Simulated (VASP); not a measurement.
Given:

```
Cu2O
1.0
    4.18184     0.00000     0.00000
    0.00000     4.18184     0.00000
    0.00000     0.00000     4.18184
Cu O
4 2
Direct
  0.75000   0.25000   0.75000
  0.25000   0.75000   0.75000
  0.75000   0.75000   0.25000
  0.25000   0.25000   0.25000
  0.00000   0.00000   0.00000
  0.50000   0.50000   0.50000
```

Computed with PBEsol GGA, VASP's PBE PAW potentials (set 64) (plane waves; VASP). Numerical set-up: 620 eV cut-off, 5×5×5 Γ-centred mesh, Gaussian smearing of 0.050 eV, potentials Cu O.

**Question.** What does the run give for the energy per atom (σ→0), pressure, band gap (on the k-mesh) with the smallest direct gap where there is one?

**Answer.** 
```
Item                                         Result
-----------------------------------  --------------
band gap (on the k-mesh)                    0.64 eV
smallest direct gap (on the k-mesh)         0.64 eV
energy per atom (σ→0)                -4.988 eV/atom
pressure                                   4.94 GPa
```

Only differences to runs with the same potentials and settings are physical.

The compound is Cu2O in the cuprite structure. It was relaxed first under an external pressure of 5 GPa.
